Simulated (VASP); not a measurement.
Here is a VASP 6.6.1 calculation.

File INCAR:

```
SYSTEM = Li4BH
ALGO = Normal
EDIFF = 1E-7
ENCUT = 520
GGA = PE
ISIF = 2
ISMEAR = 0
LASPH = .TRUE.
LCHARG = .TRUE.
LELF = .TRUE.
LREAL = .FALSE.
LVHAR = .TRUE.
LWAVE = .FALSE.
NBANDS = 17
NELM = 100
PREC = Accurate
SIGMA = 0.1
```

The input KPOINTS:

```
k-points
0
G
  10 10 10
  0 0 0
```

POSCAR

```
Li4BH
1.0
    0.0000000000      3.3710733613      3.3710733613
    3.3710733613      0.0000000000      3.3710733613
    3.3710733613      3.3710733613      0.0000000000
Li B H
4 1 1
Direct
    0.8796176990      0.3734607670      0.3734607670
    0.3734607670      0.3734607670      0.8796176990
    0.3734607670      0.8796176990      0.3734607670
    0.3734607670      0.3734607670      0.3734607670
    0.0000000000      0.0000000000      0.0000000000
    0.7500000000      0.7500000000      0.7500000000
```

Potentials or basis: VASP PAW PBE potentials, release 64 (Li_sv, B, H).

Command:

```sh
$ cat potpaw_PBE.64/Li_sv/POTCAR potpaw_PBE.64/B/POTCAR potpaw_PBE.64/H/POTCAR > POTCAR
$ mpirun -np 1 vasp_std > vasp.out
```

(1) What does it give for the band gap on the k mesh?

Answers

(1) none (metal or under the smearing width).
